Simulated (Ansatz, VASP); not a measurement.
# One calculation of KB3H8, two programs

```xyz
24
Lattice="3.7128 -4.0404 0.0000 3.7128 4.0404 0.0000 0.0000 0.0000 8.1959" Properties=species:S:1:pos:R:3 pbc="T T T"
K     3.7128   -1.3370    6.1470
K     3.7128    1.3370    2.0490
B     3.7128    1.7733    5.2483
B     3.7128   -1.7733    1.1503
B     3.7128   -1.7733    2.9477
B     3.7128    1.7733    7.0456
B     3.7128    3.3037    6.1470
B     3.7128   -3.3037    2.0490
H     2.6864    1.2838    4.8276
H     4.7392   -1.2838    0.7296
H     2.6864   -1.2838    3.3684
H     4.7392    1.2838    7.4664
H     4.7392   -1.2838    3.3684
H     2.6864    1.2838    7.4664
H     4.7392    1.2838    4.8276
H     2.6864   -1.2838    0.7296
H     3.7128    2.9298    4.7288
H     3.7128   -2.9298    0.6308
H     3.7128   -2.9298    3.4671
H     3.7128    2.9298    7.5651
H     6.4086   -0.0800    6.1470
H     1.0171    0.0800    2.0490
H     6.4086    0.0800    2.0490
H     1.0171   -0.0800    6.1470
```

Alike in both runs: functional PBE; k mesh 5 × 5 × 4; occupations fermi-dirac, width 0.05 eV; no spin polarisation.

Ansatz relaxed the structure, and its values are those at the end. VASP's run is a single point on that final structure, the one shown.

|  | VASP | Ansatz |
| --- | --- | --- |
| version | VASP 6.6.1 | Ansatz 0.2.0 |
| potentials or method | VASP PAW PBE potentials, release 64 (K_sv, B, H) | plane-wave PAW, scalar-relativistic |
| plane-wave cutoff (eV) | 520 | 420 |
| valence electrons in the cell | 52 | 52 |

VASP gave:

```
gap on the k mesh at the Fermi level (eV) : 5.73
pressure (GPa)                            : 0.0
rms of the force components (eV/Å)        : 0.005
```

Problem. What did Ansatz give for the same quantities?

Solution. gap on the k mesh at the Fermi level (eV): 5.73; pressure (GPa): 0.1; rms of the force components (eV/Å): 0.006.

With one functional, cell and mesh, what is left measures potentials, basis and numerics. Ansatz warned: «stress_scf_threshold_loose».

Caveats: an odd mesh through Γ misses points on the zone boundary, where band edges often lie. Expect the measured gap to be larger: semilocal functionals such as PBE lack the derivative discontinuity.
